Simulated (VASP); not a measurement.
Calculation: LDA (Ceperley-Alder, Perdew-Zunger), VASP's LDA PAW potentials (set 64) (plane waves; VASP 6.6.1).

VASP input:

**INCAR**
```
# general
SYSTEM = BN
PREC   = Accurate
ENCUT  = 520
LREAL  = .FALSE.
LASPH  = .TRUE.

# electronic loop
EDIFF  = 1E-6
NELM   = 100
ALGO   = Normal

# smearing
ISMEAR = 0
SIGMA  = 0.05

# ions
IBRION = 2
NSW    = 60
ISIF   = 3
EDIFFG = -0.02

# output
LWAVE  = .FALSE.
LCHARG = .FALSE.
```

POSCAR:
```
BN
1.0
  2.4899011515   0.0000000000   0.0000000000
 -1.2449505758   2.1563178560   0.0000000000
  0.0000000000   0.0000000000   7.0292654158
B N
2 2
Direct
  0.6666670000   0.3333330000   0.7500000000
  0.3333330000   0.6666670000   0.2500000000
  0.0000000000   0.0000000000   0.7500000000
  0.0000000000   0.0000000000   0.2500000000
```

KPOINTS:
```
Automatic mesh
0
Gamma
9 9 3
0 0 0
```

POTCAR, in this order: B N (LDA.64 set). Program: vasp_std.

### Question
What will the output report for the number of irreducible k-points (NKPTS), number of bands (NBANDS), largest plane-wave count, number of space-group operations, FFT grid (NGX, NGY, NGZ)?

### Answer

```
Quantity                                      Result
--------------------------------------  ------------
number of irreducible k-points (NKPTS)            24
number of bands (NBANDS)                          12
largest plane-wave count                        1034
number of space-group operations                  24
FFT grid (NGX, NGY, NGZ)                20 × 20 × 54
```

The structure comes from a computed database's BN entry (P6_3/mmc); how it stands against other phases isn't given here. It was relaxed first, which changed the volume by -6 %. The start is the result of an earlier pass.
